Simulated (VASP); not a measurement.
Here is the system:

```
K
1.0
   -2.64000     2.64000     2.64000
    2.64000    -2.64000     2.64000
    2.64000     2.64000    -2.64000
K
1
Cartesian
  0.00000   0.00000   0.00000
```

All values below come from LDA (Ceperley-Alder, Perdew-Zunger), VASP's LDA PAW potentials (set 64) (plane waves; VASP 6.6.1). Numerical set-up: 520 eV cut-off, 9×9×9 Γ-centred mesh, first-order Methfessel-Paxton smearing of 0.10 eV, potentials K_sv.

Energy and stress use the plane-wave basis of the starting cell.

Question: The ions, cell shape and volume are relaxed. Give the cell that the relaxation ends in.

Answer: 
```
K
1.0
   -2.52085     2.52085     2.52085
    2.52085    -2.52085     2.52085
    2.52085     2.52085    -2.52085
K
1
Direct
  0.00000   0.00000   0.00000
```
Space group Im-3m (229), at a tolerance of 0.03 Å.

Question: How do energy and volume change from the first to the last step?

Answer: The energy (σ→0) changes by -16.6 meV/atom and the volume by -12.9 %, in 5 ionic steps.

The compound is K in the bcc structure. This run relaxes it. Symmetry was kept, so distortions that lower it aren't found.
